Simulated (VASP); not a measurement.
Consider the following.

```
CELL_PARAMETERS angstrom
      6.57268     0.00000     0.00000
      0.00000     4.13000     0.00000
      0.00000     0.00000     7.38950
ATOMIC_POSITIONS crystal
  Ga 0.51680 0.25000 0.69580
  Ga 0.01680 0.25000 0.80420
  Ga 0.48320 0.75000 0.30420
  Ga 0.98320 0.75000 0.19580
  Bi 0.69298 0.25000 0.08037
  Bi 0.19298 0.25000 0.41963
  Bi 0.30702 0.75000 0.91963
  Bi 0.80702 0.75000 0.58037
```

Level of theory: LDA (Ceperley-Alder, Perdew-Zunger), VASP's LDA PAW potentials (set 64) (plane waves; VASP). Numerical set-up: 400 eV cut-off, 5×8×5 Γ-centred mesh, tetrahedra with Blöchl corrections, potentials Ga_d Bi_d.

Unless said otherwise, spin-orbit coupling is left out, though it shifts the bands of the heavy elements here.

What does the run give for the energy per atom (σ→0), band gap (on the k-mesh) with the smallest direct gap where there is one?

The band gap (on the k-mesh) is none (metal, semimetal or under 0.01 eV). The energy per atom (σ→0) comes out as -3.969 eV/atom.

The structure was generated: GaBi was put into the MnP type (Pnma), which need not be its known phase. It was relaxed first, which changed the volume by +28 %.
